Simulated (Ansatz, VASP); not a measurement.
**W2Se3S: VASP beside Ansatz**

One calculation is typed for both programs; each brings its own data sets. How far apart do they land? The structure shown is the end of the Ansatz relaxation below.

Method: plane waves, with VASP 6.6.1 beside it; single point at PBEsol, in Ansatz 0.2.0.

### 1. Starting point

The cell holds 12 atoms: 4 W, 6 Se and 2 S. Its edges and angles: a = 6.475 Å, b = 6.475 Å, c = 18.142 Å, α = 90.0°, β = 90.0°, γ = 120.0°. Vacuum lies along c.

### 2. Ansatz: relaxation, PBEsol

Ansatz runs on its PAW soft_1 files.

This run makes the geometry at which the two programs are then compared.

File input.yaml:

```yaml
crystal:
  lattice:
    - [6.3064, 0.0, 0.0]
    - [-3.1532, 5.46150261, 0.0]
    - [0.0, 0.0, 18.142365]
  atoms:
    - { symbol: W, position: [0.33333333, 0.16666667, 0.5] }
    - { symbol: W, position: [0.33333333, 0.66666667, 0.5] }
    - { symbol: W, position: [0.83333333, 0.16666667, 0.5] }
    - { symbol: W, position: [0.83333333, 0.66666667, 0.5] }
    - { symbol: Se, position: [0.16666667, 0.33333333, 0.41339704] }
    - { symbol: Se, position: [0.16666667, 0.33333333, 0.58660296] }
    - { symbol: Se, position: [0.16666667, 0.83333333, 0.41339704] }
    - { symbol: Se, position: [0.16666667, 0.83333333, 0.58660296] }
    - { symbol: Se, position: [0.66666667, 0.33333333, 0.41339704] }
    - { symbol: Se, position: [0.66666667, 0.33333333, 0.58660296] }
    - { symbol: S, position: [0.66666667, 0.83333333, 0.41339704] }
    - { symbol: S, position: [0.66666667, 0.83333333, 0.58660296] }
kpoints:
  mp_grid: { grid: [5, 5, 2] }
scf:
  occupations: { method: fermi_dirac, width: 0.02 }
hamiltonian:
  xc: pbesol
  pseudopotentials: { kind: paw, azcp: { folder: soft_1 }, xc_functional: pbe }
basis:
  ecutwfc: 600
output:
  forces: true
  stress: true
relax:
  f_tol: 0.005
  max_steps: 70
  cell: { stress_tol: 0.02, p_target: 0, fix: [c, alpha, beta, gamma] }
```

On the command line:

```sh
ansatz run input.yaml --threads 4 --pin off --max-ram 10240MiB --backend cpu --events-out ev --progress --plain --runs-dir out
```

Numbers of over 12 decimals in the logs are rounded to 6 here.

Output:

```text
Warning: crystal.symmetry: narrowed to the stabiliser of the fixed cell quantities (relax.cell.fix) — unitary ops 12 → 4. The narrowing is safe, since a smaller group never makes results wrong: the run goes on under it, on as many k-points as the starting group would need, or more. Excluded: 8 operations that would move a fixed cell quantity at a test strain (relax.cell.fix fixes c, alpha, beta, gamma). The cell can leave their symmetry as it relaxes.
Engine: ansatz 0.2.0, aarch64-unknown-linux-gnu
Pseudopotentials: kind: paw
Pseudopotential: W, paw, valence charge 14, recommended cutoff 420 eV (normal), soft_1/W.paw.azcp
Pseudopotential: Se, paw, valence charge 16, recommended cutoff 420 eV (normal), soft_1/Se.paw.azcp
Pseudopotential: S, paw, valence charge 6, recommended cutoff 420 eV (normal), soft_1/S.paw.azcp
Functional definition: PBEsol
  exchange = pbesol_x
  correlation = pbesol_c
Crystal: 12 atoms, lattice volume = 624.867 Å³
Basis set: ecut = 600 eV, 20893 PW (Γ), exchange–correlation on 108×108×300 points (8 copies of the dense FFT grid, shifted against one another)
Bands: 99, of which v1, the nominal top of the filled ones, is band 82 counted from 1 (81 counted from 0)
Symmetry: 4 space group operations
k-points: 18 of 50 (time reversal used)
Non-local potential: W, projectors of the file, l = 0: 3, l = 1: 2, l = 2: 2, l = 3: 1
Non-local potential: Se, projectors of the file, l = 0: 2, l = 1: 2, l = 2: 3, l = 3: 1
Non-local potential: S, projectors of the file, l = 0: 2, l = 1: 2, l = 2: 1
PAW form: soft (Blöchl's): semilocal exchange-correlation on the pseudo side does not see the compensation charge
PAW frozen core: W, regenerated for the run's functional, and the local potential with it (the file was generated under x = pbe(κ = 0.804, μ = 0.219515), c = pbe(β = 0.066725))
PAW frozen core: Se, regenerated for the run's functional, and the local potential with it (the file was generated under x = pbe(κ = 0.804, μ = 0.219515), c = pbe(β = 0.066725))
PAW frozen core: S, regenerated for the run's functional, and the local potential with it (the file was generated under x = pbe(κ = 0.804, μ = 0.219515), c = pbe(β = 0.066725))
PAW one-centre angular grid: W, 590 points (default); XC on 64 Gauss nodes
PAW one-centre angular grid: Se, 590 points (default); XC on 64 Gauss nodes
PAW one-centre angular grid: S, 110 points (default); XC on 64 Gauss nodes
Initial density: superposition of atomic densities (neutral atoms: chi_scale 0, normalization atom)
Initial wavefunctions: pseudopotential atomic-orbital guess
Functional: x = pbesol(κ = 0.804, μ = 0.123457), c = pbesol(β = 0.046)
SCF iter   1: F=—  HF=-75353.460692 eV  |F-HF|=—  |Δ(HF+E_count)|=         —  Δρ=2.30e-2  dr2=6.28e0  ethr=3.10e-3  ⟨swp⟩=8.2  Hψ=7789  notcnv=0  defer=16
preconditioner: auto → Resta (q_TF=auto, 2.183 Å⁻¹)  ε∞=2.8  [insulator: Δε(μ)=1.945 eV  Ē_g=9.457 eV  σ=0.020 eV  W_gap=1.00  n_scr=108 (ndim 8)  ℏωp=12.6 eV  f_vac=0.630  D(μ)=0.00/eV (n_scr^D=0)  ε∞_Penn≈2.8  vacuum switching on, ρ_ref=6.5e-3 e/Å³]
SCF iter   2: F=—  HF=-75351.965181 eV  |F-HF|=—  |Δ(HF+E_count)|=    1.50e0  Δρ=1.25e-2  dr2=9.32e-1  ethr=3.10e-3  ⟨swp⟩=2.8  Hψ=2729  notcnv=0  defer=174
SCF iter   3: F=—  HF=-75351.786508 eV  |F-HF|=—  |Δ(HF+E_count)|=   1.79e-1  Δρ=6.14e-3  dr2=6.36e-1  ethr=5.68e-4  ⟨swp⟩=4.8  Hψ=2951  notcnv=0  defer=182
SCF iter   4: F=—  HF=-75351.692701 eV  |F-HF|=—  |Δ(HF+E_count)|=   9.38e-2  Δρ=2.22e-3  dr2=5.28e-2  ethr=3.88e-4  ⟨swp⟩=3.0  Hψ=2512  notcnv=0  defer=182
SCF iter   5: F=—  HF=-75351.690472 eV  |F-HF|=—  |Δ(HF+E_count)|=   2.23e-3  Δρ=1.07e-3  dr2=1.70e-2  ethr=3.22e-5  ⟨swp⟩=3.0  Hψ=2761  notcnv=0  defer=190
SCF iter   6: F=—  HF=-75351.689381 eV  |F-HF|=—  |Δ(HF+E_count)|=   1.09e-3  Δρ=3.44e-4  dr2=6.95e-4  ethr=1.04e-5  ⟨swp⟩=2.0  Hψ=2257  notcnv=0  defer=190
SCF iter   7: F=—  HF=-75351.690089 eV  |F-HF|=—  |Δ(HF+E_count)|=   7.08e-4  Δρ=9.48e-5  dr2=7.94e-5  ethr=4.24e-7  ⟨swp⟩=3.3  Hψ=3646  notcnv=0  defer=190
SCF iter   8: F=—  HF=-75351.690032 eV  |F-HF|=—  |Δ(HF+E_count)|=   5.66e-5  Δρ=2.53e-5  dr2=7.55e-6  ethr=4.84e-8  ⟨swp⟩=2.0  Hψ=3132  notcnv=0  defer=190
SCF iter   9: F=—  HF=-75351.690034 eV  |F-HF|=—  |Δ(HF+E_count)|=   2.04e-6  Δρ=1.05e-5  dr2=6.11e-7  ethr=4.60e-9  ⟨swp⟩=3.0  Hψ=3094  notcnv=0  defer=190
SCF iter  10: F=—  HF=-75351.690035 eV  |F-HF|=—  |Δ(HF+E_count)|=   7.13e-7  Δρ=3.19e-6  dr2=1.51e-7  ethr=6.10e-11  ⟨swp⟩=6.0  Hψ=6738  notcnv=0
SCF iter  11: F=-75351.690035 eV  HF=-75351.690035 eV  |F-HF|=5.14e-8  |Δ(HF+E_count)|=   1.11e-8  Δρ=1.81e-6  dr2=5.83e-8  ethr=6.10e-11  ⟨swp⟩=5.0  Hψ=5926  notcnv=0
SCF 1 converged in 11 iterations: F = -75351.690035 eV  dr2 = 5.83e-8
  greatest PAW one-centre occupation: 1.000 electrons in one spin orbital (limit 2), on the Se atom at site 5 (counted from 0), in its partial waves of l = 2
[...]
SCF iter   1: F=—  HF=-75353.355306 eV  |F-HF|=—  |Δ(HF+E_count)|=         —  Δρ=5.41e-5  dr2=2.93e-5  ethr=1.72e-8  ⟨swp⟩=3.0  Hψ=6578  notcnv=0
preconditioner: auto → Resta (q_TF=auto, 2.164 Å⁻¹)  ε∞=3.0  [insulator: Δε(μ)=1.904 eV  Ē_g=8.647 eV  σ=0.020 eV  W_gap=1.00  n_scr=108 (ndim 8)  ℏωp=12.3 eV  f_vac=0.632  D(μ)=0.00/eV (n_scr^D=0)  ε∞_Penn≈3.0  vacuum switching on, ρ_ref=5.4e-3 e/Å³]
SCF iter   2: F=—  HF=-75353.355307 eV  |F-HF|=—  |Δ(HF+E_count)|=   6.97e-7  Δρ=4.13e-5  dr2=2.57e-5  ethr=1.72e-8  ⟨swp⟩=2.0  Hψ=2284  notcnv=0
SCF iter   3: F=—  HF=-75353.355304 eV  |F-HF|=—  |Δ(HF+E_count)|=   3.01e-6  Δρ=2.01e-5  dr2=2.18e-6  ethr=1.57e-8  ⟨swp⟩=2.0  Hψ=2182  notcnv=0
SCF iter   4: F=—  HF=-75353.355303 eV  |F-HF|=—  |Δ(HF+E_count)|=   3.36e-7  Δρ=5.21e-6  dr2=3.21e-7  ethr=1.33e-9  ⟨swp⟩=2.0  Hψ=2430  notcnv=0
SCF iter   5: F=-75353.355303 eV  HF=-75353.355303 eV  |F-HF|=4.03e-9  |Δ(HF+E_count)|=   3.39e-8  Δρ=1.61e-6  dr2=2.22e-8  ethr=2.04e-11  ⟨swp⟩=4.0  Hψ=7116  notcnv=0
SCF 6 converged in 5 iterations: F = -75353.355303 eV  dr2 = 2.22e-8
relax step   6: F+E_penalty+E_count = -75353.35530339 eV  Δ(F+E_penalty+E_count) = -3.596e-5 eV  max|allowed force component| = 5.227e-3 eV/Å  Δτ_max = 0.0019 Å  P = +0.001 GPa  Ω = 658.783 Å³  energy of the carried Pulay correction = -2.805e-4 eV  fix = [c, alpha, beta, gamma]  reactions: c +0.006 GPa; gamma -0.000 GPa/rad  (5 SCF iters, dr2 threshold 3.35e-8 eV, accepted)
[...]
relax step   7: F+E_penalty+E_count = -75353.35530696 eV  Δ(F+E_penalty+E_count) = -3.573e-6 eV  max|allowed force component| = 3.539e-5 eV/Å  Δτ_max = 0.0004 Å  P = -0.000 GPa  Ω = 658.721 Å³  energy of the carried Pulay correction = -2.800e-4 eV  fix = [c, alpha, beta, gamma]  reactions: c -0.000 GPa; gamma -0.000 GPa/rad  (6 SCF iters, dr2 threshold 1.71e-9 eV, accepted)
[...]
relax step   8: F+E_penalty+E_count = -75353.35560180 eV  Δ(F+E_penalty+E_count) = -2.948e-4 eV  max|allowed force component| = 7.008e-5 eV/Å  Δτ_max = 0.0000 Å  P = -0.000 GPa  Ω = 658.721 Å³  fix = [c, alpha, beta, gamma]  reactions: c -0.000 GPa; gamma -0.000 GPa/rad  stress off target by 3.20e-5 GPa on what of the cell is left free  SCF on the basis re-selected at this cell (its energy is not comparable with the rows above)  (8 SCF iters)
basis re-selected at this cell: Δ(F+E_penalty+E_count) = -2.948e-4 eV, ΔP = +0.000 GPa vs the last step (what re-selecting the basis moved, of the pressure what is left beyond the Pulay correction that the steps carried, after the strain that the cell walked since its last selection, with what the two solves' SCF thresholds leave and, on support functions, any second-order correction that the steps lacked; it is no m [...]
SCF converged after 8 iterations
Free energy (F): -75353.355602 eV
Harris-Foulkes:  -75353.355602 eV  (|F-HF|=5.82e-11)
Internal energy: -75353.355602 eV  (E = F + TS)
E sigma→0 (E₀):  -75353.355602 eV
Fermi energy:    1.680908 eV
--- Per-component energies (eV) ---
  E_band       = -4598.752456
  E_kinetic    = 2571.139585
  E_local      = -125179.127385  (includes V_loc(G=0)·N_el)
  E_nonlocal   = -2136.632168
  E_hartree    = 61796.731053
  E_xc         = -1750.384741
  E_vxc        = -1636.021804  (∫ρ·V_xc dr)
  E_paw        = -47507.000149  (= ΣΔE_a)
  E_vpaw       = -1811.573093  (= ΣTr[D̂ρ^β])
  E_aug_tail   = 0.000130  (compensation charges beyond the density's cutoff)
  E_ewald      = 36844.856032
  E_core_change = 7.062041  (= ΣΔE_core)
  E_smearing   = -0.000000  (= −TS)
  E_closure    = 0.000000  (closes the sum)
  Σ components = -75353.355602   (vs F -75353.355602, Δ=0.00e0)
--- Forces (eV/Å), atoms counted from 1 ---
  atom   1  W      0.00000117    -0.00000068     0.00000000
  atom   2  W      0.00004701     0.00002719     0.00000000
  atom   3  W     -0.00000004    -0.00005430     0.00000000
  atom   4  W     -0.00004862     0.00002807     0.00000000
  atom   5  Se     0.00001536    -0.00000887     0.00002931
  atom   6  Se     0.00001536    -0.00000887    -0.00002931
  atom   7  Se    -0.00000014     0.00001844     0.00002888
  atom   8  Se    -0.00000014     0.00001844    -0.00002888
  atom   9  Se    -0.00001604    -0.00000910     0.00002888
  atom  10  Se    -0.00001604    -0.00000910    -0.00002888
  atom  11  S      0.00000107    -0.00000062     0.00007008
  atom  12  S      0.00000107    -0.00000062    -0.00007008
  max |Σ_I F_I| component: 7.15e-9 eV/Å
--- Stress (GPa, compression-positive) ---
        0.000032       0.000000       0.000000
        0.000000       0.000032       0.000000
        0.000000       0.000000      -0.000130
  P = ⅓ Tr σ = -0.0000 GPa (-0.000 kbar)
--- Relaxed structure (7 steps of the walk, 7 accepted, 1 SCFs on fresh bases) ---
  F+E_penalty+E_count = -75353.35560180 eV   max|allowed force component| = 7.008e-5 eV/Å   (the final SCF, on the basis selected at the relaxed cell)
  cell:  # Å, volume = 658.7210 Å³
    - [6.474981, 1.0558961849824351e-17, 0.0]
    - [-3.237490, 5.607498, 0.0]
    - [0.0, 0.0, 18.142365]
  atoms:
    - { symbol: W, position: [0.333333, 0.166667, 0.5] }
    - { symbol: W, position: [0.339423, 0.669712, 0.5] }
    - { symbol: W, position: [0.830288, 0.160577, 0.5] }
    - { symbol: W, position: [0.830288, 0.669712, 0.5] }
    - { symbol: Se, position: [0.166352, 0.333648, 0.407382] }
    - { symbol: Se, position: [0.166352, 0.333648, 0.592618] }
    - { symbol: Se, position: [0.166352, 0.832704, 0.407382] }
    - { symbol: Se, position: [0.166352, 0.832704, 0.592618] }
    - { symbol: Se, position: [0.667296, 0.333648, 0.407382] }
    - { symbol: Se, position: [0.667296, 0.333648, 0.592618] }
    - { symbol: S, position: [0.666667, 0.833333, 0.414769] }
    - { symbol: S, position: [0.666667, 0.833333, 0.585231] }
```

The column dr2 measures how far the density is from self-consistency, as an energy; F and HF (Harris–Foulkes) agree once it is small.

[end of part 1 of 2]

[Lines on the potential files, build, host, timing and source positions are cut from VASP's logs without a mark.]

[Logs are printed without paths, hosts, clocks, repeated set-up lines and the standing remarks that a program may print on its own settings, such as how far it seeks lower states.]

[Hosts, paths, dates, database ids (printed as entryN), source tags and the programs' standing remarks are cut or masked in the printed files.]
